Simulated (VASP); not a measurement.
## Local probes of CsPbCl3

Aim: the field gradients that the nuclei of CsPbCl3 feel, by functional. The cell has space group Pm-3m. The start is a cell from a database of measured crystal structures.

Method: LDA; plane waves and PAW (Pb_d, Cs_sv, Cl), in the first sound run; inputs show where later runs differ, in VASP 6.6.1.

## (1) The starting structure

It takes space group Pm-3m (No. 221, cubic). Conventional cell: a = 5.605 Å, b = 5.605 Å, c = 5.605 Å, α = 90.00°, β = 90.00°, γ = 90.00°. Pb has 6 Cl at 2.80 Å nearest. Nearest to Cs lie 12 Cl at 3.96 Å. Nearest to Cl lie 2 Pb at 2.80 Å and 4 Cs at 3.96 Å. Farther neighbours and most contacts between anions are not listed.

Coordinates:

```
Pb Cs Cl
1.0
     5.60500    0.00000    0.00000
     0.00000    5.60500    0.00000
     0.00000    0.00000    5.60500
Pb Cs Cl
1 1 3
Direct
  0.50000 0.50000 0.50000
  0.00000 0.00000 0.00000
  0.50000 0.50000 0.00000
  0.00000 0.50000 0.50000
  0.50000 0.00000 0.50000
```

## (2) Relaxation

The atoms are relaxed first inside the given cell, which is kept (ISIF = 2), since values at the nuclei depend on the positions.

INCAR reads:

```
SYSTEM = CsPbCl3
PREC = Accurate
ENCUT = 400
EDIFF = 1E-06
NELM = 100
ISMEAR = 0
SIGMA = 0.05
LREAL = .FALSE.
ALGO = Normal
GGA = CA
NBANDS = 28
LWAVE = .FALSE.
LCHARG = .FALSE.
KPAR = 2
IBRION = 2
NSW = 60
ISIF = 2
EDIFFG = -0.01
```

POSCAR reads:

```
CsPbCl3
1.0
    5.6050000000      0.0000000000      0.0000000000
    0.0000000000      5.6050000000      0.0000000000
    0.0000000000      0.0000000000      5.6050000000
Pb Cs Cl
1 1 3
Direct
    0.5000000000      0.5000000000      0.5000000000
    0.0000000000      0.0000000000      0.0000000000
    0.5000000000      0.5000000000      0.0000000000
    0.0000000000      0.5000000000      0.5000000000
    0.5000000000      0.0000000000      0.5000000000
```

KPOINTS reads:

```
Automatic mesh
0
Gamma
4 4 4
0 0 0
```

The projector-augmented-wave data sets are Pb_d, Cs_sv and Cl (PBE family, release 64).

The run is started by

```console
$ mpirun -np 2 vasp_std
```

The program printed:

```text
[banner, memory and clock lines left out]
running    2 mpi-ranks, on    1 nodes
 distrk:  each k-point on    1 cores,    2 groups
 distr:  one band on    1 cores,    1 groups

 POSCAR found type information on POSCAR PbCsCl
 POSCAR found :  3 types and       5 ions
|                                                                             |
|               ----> ADVICE to this user running VASP <----                  |
|                                                                             |
|     You enforced a specific xc type in the INCAR file but a different       |
|     [... a line on the potential file left out ...]
|     I HOPE YOU KNOW WHAT YOU ARE DOING!                                     |
|                                                                             |

 LDA part: xc-table for (Slater(with rela. corr.)+CA(PZ))
 , standard interpolation
 POSCAR, INCAR and KPOINTS ok, starting setup
 FFT: planning ... GRIDC
 FFT: planning ... GRID_SOFT
 FFT: planning ... GRID
 WAVECAR not read
 entering main loop
       N       E                     dE             d eps       ncg     rms          rms(c)
DAV:   1     0.374835988275E+03    0.37484E+03   -0.17029E+04   560   0.118E+03
DAV:   2     0.229530044128E+02   -0.35188E+03   -0.34054E+03   700   0.306E+02
DAV:   3    -0.185173126640E+02   -0.41470E+02   -0.40992E+02   680   0.113E+02
DAV:   4    -0.202266662669E+02   -0.17094E+01   -0.17048E+01   764   0.292E+01
DAV:   5    -0.202737067238E+02   -0.47040E-01   -0.47025E-01   720   0.400E+00    0.552E+00
DAV:   6    -0.195785860905E+02    0.69512E+00   -0.14178E+00   744   0.136E+01    0.312E+00
DAV:   7    -0.195319401710E+02    0.46646E-01   -0.47409E-01   832   0.461E+00    0.128E+00
DAV:   8    -0.195290692090E+02    0.28710E-02   -0.60708E-02   844   0.192E+00    0.303E-01
DAV:   9    -0.195268399287E+02    0.22293E-02   -0.11760E-02   828   0.910E-01    0.105E-01
DAV:  10    -0.195269203903E+02   -0.80462E-04   -0.13522E-03   828   0.307E-01    0.335E-02
DAV:  11    -0.195268918354E+02    0.28555E-04   -0.19534E-04   816   0.995E-02    0.752E-03
DAV:  12    -0.195268946437E+02   -0.28084E-05   -0.44967E-05   780   0.372E-02    0.132E-02
DAV:  13    -0.195268921343E+02    0.25094E-05   -0.63984E-06   732   0.179E-02    0.615E-03
DAV:  14    -0.195268920165E+02    0.11788E-06   -0.12475E-06   460   0.618E-03
   1 F= -.19526892E+02 E0= -.19526892E+02  d E =-.195269E+02
 curvature:   0.00 expect dE= 0.000E+00 dE for cont linesearch  0.000E+00
 trial: gam= 0.00000 g(F)=  0.000E+00 g(S)=  0.000E+00 ort = 0.000E+00 (trialstep = 0.100E+01)
 search vector abs. value=  0.100E-09
 reached required accuracy - stopping structural energy minimisation
```

It took 7.8 s on 2 MPI ranks of Intel Xeon 6975P-C (Granite Rapids), shared host; peak memory 0.39 GiB; 14 s of CPU time.

Lines that name or quote the potential files are left out of all logs, and their timing lines are given in words.

Parts of OUTCAR (step 2):

```text
ion  position               nearest neighbor table
   1  0.500  0.500  0.500-   3 2.80   4 2.80   5 2.80   3 2.80   5 2.80   4 2.80
   2  0.000  0.000  0.000-
   3  0.500  0.500  0.000-   1 2.80   1 2.80
   4  0.000  0.500  0.500-   1 2.80   1 2.80
   5  0.500  0.000  0.500-   1 2.80   1 2.80

  LATTYP: Found a simple cubic cell.
 ALAT       =     5.6050000000

 Subroutine GETGRP returns: Found 48 space group operations
 (whereof 48 operations were pure point group operations)

The static configuration has the point symmetry O_h .

 Found     10 irreducible k-points:

   k-points           NKPTS =     10   k-points in BZ     NKDIM =     10   number of bands    NBANDS=     28

   dimension x,y,z NGX =    40 NGY =   40 NGZ =   40
   dimension x,y,z NGXF=    80 NGYF=   80 NGZF=   80

   ENCUT  =  400.0 eV  29.40 Ry    5.42 a.u.   9.14  9.14  9.14*2*pi/ulx,y,z

   NELECT =      44.0000    total number of electrons

 k-points in reciprocal lattice and weights: Automatic mesh
   0.00000000  0.00000000  0.00000000       0.016
   0.25000000  0.00000000  0.00000000       0.094
   0.50000000  0.00000000  0.00000000       0.047
   0.25000000  0.25000000  0.00000000       0.188
   0.50000000  0.25000000  0.00000000       0.188
   0.50000000  0.50000000  0.00000000       0.047
   0.25000000  0.25000000  0.25000000       0.125
   0.50000000  0.25000000  0.25000000       0.188
   0.50000000  0.50000000  0.25000000       0.094
   0.50000000  0.50000000  0.50000000       0.016

 average (electrostatic) potential at core
       1 -95.2920       2 -49.1808       3 -93.6373       4 -93.6373       5 -93.6373

 E-fermi :   1.7918

 k-point     1 :       0.0000    0.0000    0.0000
  band No.  band energies     occupation
    ...
     18      -1.1027      2.00000
     19      -1.1027      2.00000
     20      -0.9895      2.00000
     21      -0.9895      2.00000
     22      -0.9895      2.00000
     23       4.4797      0.00000
     24       5.5225      0.00000
     25       5.5225      0.00000
     26       6.4953      0.00000
     27       6.4953      0.00000
    ...

 k-point     2 :       0.2500    0.0000    0.0000
  band No.  band energies     occupation
    ...
     18      -1.1562      2.00000
     19      -1.1562      2.00000
     20      -1.0485      2.00000
     21      -1.0485      2.00000
     22      -0.9072      2.00000
     23       5.0213      0.00000
     24       5.8935      0.00000
     25       5.9477      0.00000
     26       6.1634      0.00000
     27       6.6501      0.00000
    ...

 k-point     3 :       0.5000    0.0000    0.0000
  band No.  band energies     occupation
    ...
     18      -1.2072      2.00000
     19      -1.2072      2.00000
     20      -1.1097      2.00000
     21      -1.1097      2.00000
     22      -0.1629      2.00000
     23       4.3666      0.00000
     24       5.8976      0.00000
     25       6.4779      0.00000
     26       6.6739      0.00000
     27       6.6742      0.00000
    ...

  Total       -1.1597867     -1.1597867     -1.1597867      0.0000000     -0.0000000      0.0000000
  in kB      -10.5526574    -10.5526574    -10.5526574      0.0000000     -0.0000000      0.0000000
  external PRESSURE =     -10.5526574 kB  Pullay stress =       0.0000000 kB

  energy-cutoff  :      400.00
  volume of cell :      176.09
      direct lattice vectors                 reciprocal lattice vectors
     5.605000000  0.000000000  0.000000000     0.178412132  0.000000000  0.000000000
     0.000000000  5.605000000  0.000000000     0.000000000  0.178412132  0.000000000
     0.000000000  0.000000000  5.605000000     0.000000000  0.000000000  0.178412132

 POSITION                                       TOTAL-FORCE (eV/Angst)
 -----------------------------------------------------------------------------------
      2.80250      2.80250      2.80250         0.000000      0.000000      0.000000
      0.00000      0.00000      0.00000         0.000000      0.000000      0.000000
      2.80250      2.80250      0.00000         0.000000      0.000000      0.000000
      0.00000      2.80250      2.80250         0.000000      0.000000      0.000000
      2.80250      0.00000      2.80250         0.000000      0.000000      0.000000
 -----------------------------------------------------------------------------------
    total drift:                                0.000000      0.000000     -0.000000

  FREE ENERGIE OF THE ION-ELECTRON SYSTEM (eV)
  ---------------------------------------------------
  free  energy   TOTEN  =       -19.5268920165 eV

  energy  without entropy=      -19.5268920165  energy(sigma->0) =      -19.52689202

 reached required accuracy - stopping structural energy minimisation

[... 3 further parts left out ...]
```

CONTCAR:

```
CsPbCl3
   1.00000000000000
     5.6050000000000004    0.0000000000000000    0.0000000000000000
     0.0000000000000000    5.6050000000000004    0.0000000000000000
     0.0000000000000000    0.0000000000000000    5.6050000000000004
  Pb              Cs              Cl
     1     1     3
Direct
     0.5000000000000000    0.5000000000000000    0.5000000000000000
     0.0000000000000000    0.0000000000000000    0.0000000000000000
     0.5000000000000000    0.5000000000000000    0.0000000000000000
     0.0000000000000000    0.5000000000000000    0.5000000000000000
     0.5000000000000000    0.0000000000000000    0.5000000000000000
```

The PAW data sets were made with PBE, though LDA sets exist; this is a small mismatch. The run keeps the 48 symmetry operations of its start, so it cannot find a distortion of lower symmetry.

The forces vanish from the start, and no atom moves.

Numbers from this step:

- free energy (TOTEN): -19.53 eV
- Fermi energy: 1.792 eV
- pressure: -1.055 GPa

The forces stay under 1e-4 eV/Å.

## (3) Local probes at LDA

Field gradients probe the charge near the nuclei, so LASPH is on and the cutoff is at least 1.4 times the default of the data sets; this run is at LDA.

INCAR reads:

```
SYSTEM = CsPbCl3
PREC = Accurate
ENCUT = 400
EDIFF = 1E-07
NELM = 100
ISMEAR = -1
SIGMA = 0.05
LREAL = .FALSE.
ALGO = Normal
GGA = CA
NBANDS = 28
LORBIT = 11
LWAVE = .FALSE.
LCHARG = .FALSE.
KPAR = 2
LEFG = .TRUE.
ICORELEVEL = 1
LASPH = .TRUE.
```

POSCAR is that of step 2.

KPOINTS reads:

```
Automatic mesh
0
Gamma
6 6 6
0 0 0
```

The run is started by

```console
$ mpirun -np 2 vasp_std
```

The program printed:

```text
[banner, memory and clock lines left out]
running    2 mpi-ranks, on    1 nodes
 distrk:  each k-point on    1 cores,    2 groups
 distr:  one band on    1 cores,    1 groups

 POSCAR found type information on POSCAR PbCsCl
 POSCAR found :  3 types and       5 ions
 [... a notice as in an earlier step ...]

 LDA part: xc-table for (Slater(with rela. corr.)+CA(PZ))
 , standard interpolation
 POSCAR, INCAR and KPOINTS ok, starting setup
 FFT: planning ... GRIDC
 FFT: planning ... GRID_SOFT
 FFT: planning ... GRID
 WAVECAR not read
 entering main loop
       N       E                     dE             d eps       ncg     rms          rms(c)
DAV:   1     0.369121772446E+03    0.36912E+03   -0.17063E+04  1120   0.119E+03
DAV:   2     0.238400876980E+02   -0.34528E+03   -0.33445E+03  1340   0.301E+02
DAV:   3    -0.186542622223E+02   -0.42494E+02   -0.41924E+02  1412   0.116E+02
DAV:   4    -0.202367677455E+02   -0.15825E+01   -0.15767E+01  1496   0.278E+01
DAV:   5    -0.202893605128E+02   -0.52593E-01   -0.52528E-01  1496   0.426E+00    0.557E+00
DAV:   6    -0.196023889350E+02    0.68697E+00   -0.14296E+00  1556   0.141E+01    0.314E+00
DAV:   7    -0.195565281829E+02    0.45861E-01   -0.44793E-01  1660   0.457E+00    0.128E+00
DAV:   8    -0.195535631390E+02    0.29650E-02   -0.56295E-02  1612   0.183E+00    0.276E-01
DAV:   9    -0.195517749016E+02    0.17882E-02   -0.98368E-03  1676   0.845E-01    0.105E-01
DAV:  10    -0.195517948898E+02   -0.19988E-04   -0.92411E-04  1536   0.236E-01    0.293E-02
DAV:  11    -0.195518084275E+02   -0.13538E-04   -0.93784E-05  1660   0.636E-02    0.790E-03
DAV:  12    -0.195518077821E+02    0.64537E-06   -0.18942E-05  1384   0.185E-02    0.650E-03
DAV:  13    -0.195518069981E+02    0.78402E-06   -0.31366E-06  1696   0.139E-02    0.200E-03
DAV:  14    -0.195518069933E+02    0.48221E-08   -0.23807E-07  1204   0.401E-03
ion   1
     0.0000000    -0.0000000     0.0000000    -0.0000000     0.0000000    -0.0000000
     0.0000688    -0.0000000     0.0000000    -0.0000000     0.0000000    -0.0000000
     0.0000947    -0.0000000     0.0000000    -0.0000000     0.0000000    -0.0000000
     0.0001304    -0.0000000     0.0000000    -0.0000000     0.0000000    -0.0000000
     0.0001796    -0.0000000     0.0000000    -0.0000000     0.0000000    -0.0000000

     0.0000000    -0.0000000    -0.0000000    -0.0000000     0.0000000    -0.0000000
     0.0000688    -0.0000000    -0.0000000    -0.0000000     0.0000000    -0.0000000
     0.0000947    -0.0000000    -0.0000000    -0.0000000     0.0000000    -0.0000000
     0.0001304    -0.0000000    -0.0000000    -0.0000000     0.0000000    -0.0000000
     0.0001796    -0.0000000    -0.0000000    -0.0000000     0.0000000    -0.0000000

ion   2
     0.0000000    -0.0000000     0.0000000    -0.0000000     0.0000000     0.0000000
     0.0000593    -0.0000000     0.0000000    -0.0000000     0.0000000     0.0000000
     0.0000817    -0.0000000     0.0000000    -0.0000000     0.0000000     0.0000000
     0.0001125    -0.0000000     0.0000000    -0.0000000     0.0000000     0.0000000
     0.0001549    -0.0000000     0.0000000    -0.0000000     0.0000000     0.0000000

     0.0000000    -0.0000000     0.0000000    -0.0000000     0.0000000     0.0000000
     0.0000593    -0.0000000     0.0000000    -0.0000000     0.0000000     0.0000000
     0.0000817    -0.0000000     0.0000000    -0.0000000     0.0000000     0.0000000
     0.0001125    -0.0000000     0.0000000    -0.0000000     0.0000000     0.0000000
     0.0001549    -0.0000000     0.0000000    -0.0000000     0.0000000     0.0000000

ion   3
     0.0000000    -0.0000000     0.0000000    -4.0136444     0.0000000     0.0000000
     0.0000382    -0.0000000     0.0000000    -4.0136444     0.0000000     0.0000000
     0.0000526    -0.0000000     0.0000000    -4.0136444     0.0000000     0.0000000
     0.0000724    -0.0000000     0.0000000    -4.0136443     0.0000000     0.0000000
     0.0000997    -0.0000000     0.0000000    -4.0136442     0.0000000     0.0000000

     0.0000000    -0.0000000     0.0000000   -66.9166060     0.0000000     0.0000000
     0.0000382    -0.0000000     0.0000000   -66.9163636     0.0000000     0.0000000
     0.0000526    -0.0000000     0.0000000   -66.9162170     0.0000000     0.0000000
     0.0000724    -0.0000000     0.0000000   -66.9159738     0.0000000     0.0000000
     0.0000997    -0.0000000     0.0000000   -66.9155732     0.0000000     0.0000000

ion   4
     0.0000000    -0.0000000    -0.0000000     2.0068222    -0.0000000    -3.4759180
     0.0000382    -0.0000000    -0.0000000     2.0068222    -0.0000000    -3.4759180
     0.0000526    -0.0000000    -0.0000000     2.0068222    -0.0000000    -3.4759180
     0.0000724    -0.0000000    -0.0000000     2.0068222    -0.0000000    -3.4759180
     0.0000997    -0.0000000    -0.0000000     2.0068221    -0.0000000    -3.4759179

     0.0000000    -0.0000000    -0.0000000    33.4583030    -0.0000000   -57.9514807
     0.0000382    -0.0000000    -0.0000000    33.4581818    -0.0000000   -57.9512708
     0.0000526    -0.0000000    -0.0000000    33.4581085    -0.0000000   -57.9511439
     0.0000724    -0.0000000    -0.0000000    33.4579869    -0.0000000   -57.9509332
     0.0000997    -0.0000000    -0.0000000    33.4577866    -0.0000000   -57.9505863

ion   5
     0.0000000    -0.0000000    -0.0000000     2.0068222     0.0000000     3.4759180
     0.0000382    -0.0000000    -0.0000000     2.0068222     0.0000000     3.4759180
     0.0000526    -0.0000000    -0.0000000     2.0068222     0.0000000     3.4759180
     0.0000724    -0.0000000    -0.0000000     2.0068222     0.0000000     3.4759180
     0.0000997    -0.0000000    -0.0000000     2.0068221     0.0000000     3.4759179

     0.0000000    -0.0000000    -0.0000000    33.4583030     0.0000000    57.9514807
     0.0000382    -0.0000000    -0.0000000    33.4581818     0.0000000    57.9512708
     0.0000526    -0.0000000    -0.0000000    33.4581085     0.0000000    57.9511439
     0.0000724    -0.0000000    -0.0000000    33.4579869     0.0000000    57.9509332
     0.0000997    -0.0000000    -0.0000000    33.4577866     0.0000000    57.9505863

   1 F= -.19551807E+02 E0= -.19551807E+02  d E =-.119481E-08
```

Elapsed: 17 s, on 2 MPI ranks; peak memory 0.44 GiB.

Parts of OUTCAR (step 3):

```text
The static configuration has the point symmetry O_h .

 Found     20 irreducible k-points:

   k-points           NKPTS =     20   k-points in BZ     NKDIM =     20   number of bands    NBANDS=     28

   NELECT =      44.0000    total number of electrons

 the core state eigenenergies are
   1-  1s -88086.0708  2s -15747.5490  2p -13502.3153  3s  -3775.7617  3p  -3132.2990
       3d  -2477.3557  4s   -850.2349  4p   -639.4363  4d   -395.8190  4f   -126.8453
       5s   -137.9327  5p    -79.6034
   2-  1s -35783.2350  2s  -5606.6264  2p  -5028.0207  3s  -1160.0293  3p   -973.9302
       3d   -701.0312  4s   -213.1516  4p   -153.6724  4d    -67.1477
   3-  1s  -2742.5169  2s   -244.2236  2p   -183.1297
   4-  1s  -2742.5169  2s   -244.2236  2p   -183.1297
   5-  1s  -2742.5169  2s   -244.2236  2p   -183.1297

 E-fermi :   2.3412

 k-point     1 :       0.0000    0.0000    0.0000
  band No.  band energies     occupation
    ...
     18      -1.1076      2.00000
     19      -1.1076      2.00000
     20      -0.9948      2.00000
     21      -0.9948      2.00000
     22      -0.9948      2.00000
     23       4.4781      0.00000
     24       5.5209      0.00000
     25       5.5209      0.00000
     26       6.4947      0.00000
     27       6.4947      0.00000
    ...

 k-point     2 :       0.1667    0.0000    0.0000
  band No.  band energies     occupation
    ...
     18      -1.1345      2.00000
     19      -1.1345      2.00000
     20      -1.0241      2.00000
     21      -1.0241      2.00000
     22      -0.9919      2.00000
     23       4.7482      0.00000
     24       5.7101      0.00000
     25       5.7241      0.00000
     26       6.5884      0.00000
     27       6.5885      0.00000
    ...

  Total       -1.2611899     -1.2611899     -1.2611899      0.0000000      0.0000000     -0.0000000
  in kB      -11.4753049    -11.4753049    -11.4753049      0.0000000      0.0000000     -0.0000000
  external PRESSURE =     -11.4753049 kB  Pullay stress =       0.0000000 kB

  FREE ENERGIE OF THE ION-ELECTRON SYSTEM (eV)
  ---------------------------------------------------
  free  energy   TOTEN  =       -19.5518069933 eV

  energy  without entropy=      -19.5518069921  energy(sigma->0) =      -19.55180699

 Electric field gradients after diagonalization (V/A^2)
 (convention: |V_zz| > |V_xx| > |V_yy|)
----------------------------------------------------------------------
 ion       V_xx      V_yy      V_zz     asymmetry (V_yy - V_xx)/ V_zz
----------------------------------------------------------------------
   1      -0.000    -0.000    -0.000      -0.388
   2      -0.000     0.000     0.000       0.150
   3     -42.333   -42.333    84.667       0.000
   4     -42.333   -42.333    84.667       0.000
   5     -42.333   -42.333    84.667       0.000
----------------------------------------------------------------------

 total charge
# of ion       s       p       d       tot
------------------------------------------
    1        1.498   0.461   9.859  11.819
    2        1.887   4.666   0.012   6.565
    3        1.585   3.464   0.000   5.049
    4        1.585   3.464   0.000   5.049
    5        1.585   3.464   0.000   5.049
--------------------------------------------------
tot          8.140  15.520   9.872  33.531

[... 7 parts as in an earlier step ...]

[... 5 further parts left out ...]
```

These are scalar-relativistic Kohn-Sham levels of the ground state, with no core hole, so they are not binding energies.

Numbers from this step:

```
free energy (TOTEN) : -19.55 eV
Fermi energy        : 2.341 eV
pressure            : -1.148 GPa
```

The two shallowest core shells; atoms whose shallowest level rounds to another's at 0.01 eV are left out. Core levels, by row:

```csv
atom,shell,level below the valence-band top (eV)
Pb1,4f,128.4
Pb1,5p,81.12
Cs2,4p,155.2
Cs2,4d,68.67
Cl3,2s,245.7
Cl3,2p,184.6
```

Ordered as |Vzz| ≥ |Vxx| ≥ |Vyy|, the program's way. Electric field gradients, by row:

```csv
atom,Vxx (V/Å²),Vyy (V/Å²),Vzz (V/Å²),asymmetry
Pb1,0,0,0,-
Cs2,0,0,0,-
Cl3,-42.33,-42.33,84.67,0
Cl4,-42.33,-42.33,84.67,0
Cl5,-42.33,-42.33,84.67,0
```

The largest gradient is 84.67 V/Å², at Cl3.

[end of part 1 of 3]

[Lines on the potential files, build, host, timing and source positions are cut from VASP's logs without a mark.]

[Logs are printed without paths, hosts, clocks, repeated set-up lines and the standing remarks that a program may print on its own settings, such as how far it seeks lower states.]

[Hosts, paths, dates, database ids (printed as entryN), source tags and the programs' standing remarks are cut or masked in the printed files.]
